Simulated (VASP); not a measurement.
CaO5:

```
Ca O
1.0
     4.67241    0.00000    0.00000
    -2.33620    4.04642    0.00000
     0.00000    0.00000    3.14762
Ca O
1 5
Direct
  0.00000 0.00000 0.00000
  0.33333 0.66667 0.00000
  0.66667 0.33333 0.00000
  0.50000 0.00000 0.50000
  0.50000 0.50000 0.50000
  0.00000 0.50000 0.50000
```

The cell was built by a generator and needn't be a form met in nature.

The cell isn't the ideal one: species swapped into the CaPd5 type (P6/mmm, No. 191).

- Program: VASP 6.6.1
- Task: relaxation of cell and atoms
- Functional: PBE
- Potentials or basis: VASP PAW PBE potentials, release 64 (Ca_sv, O)
- Cutoff: 600 eV
- k mesh: 6 × 6 × 6
- Occupations: gaussian, width 0.1 eV
- Spin: no spin polarisation

At the start: pressure -0.1 GPa; volume 9.92 Å³/atom.

Task: How do energy, volume and symmetry change on relaxing?

Result: Over 3 steps the energy falls by 2.2 meV/atom and the volume is 9.90 Å³/atom (-0.2 %); space group P6/mmm (No. 191, to 0.05 Å).

The path:
```
step  energy change (eV)  largest force (eV/Å)  pressure (GPa)  volume (Å³)
   1              0.0000                0.0000           -0.05        59.51
   2             -0.0051                0.0000           -0.07        59.48
   3             -0.0132                0.0000           -0.04        59.37
```

Final structure:
```yaml
crystal:
  lattice:
    - [4.61684, 0.00000, 0.00000]
    - [-2.30842, 3.99830, 0.00000]
    - [0.00000, 0.00000, 3.21638]
  atoms:
    - { symbol: Ca, position: [0.00000, 0.00000, 0.00000] }
    - { symbol: O, position: [0.33333, 0.66667, 0.00000] }
    - { symbol: O, position: [0.66667, 0.33333, 0.00000] }
    - { symbol: O, position: [0.50000, 0.00000, 0.50000] }
    - { symbol: O, position: [0.50000, 0.50000, 0.50000] }
    - { symbol: O, position: [0.00000, 0.50000, 0.50000] }
```
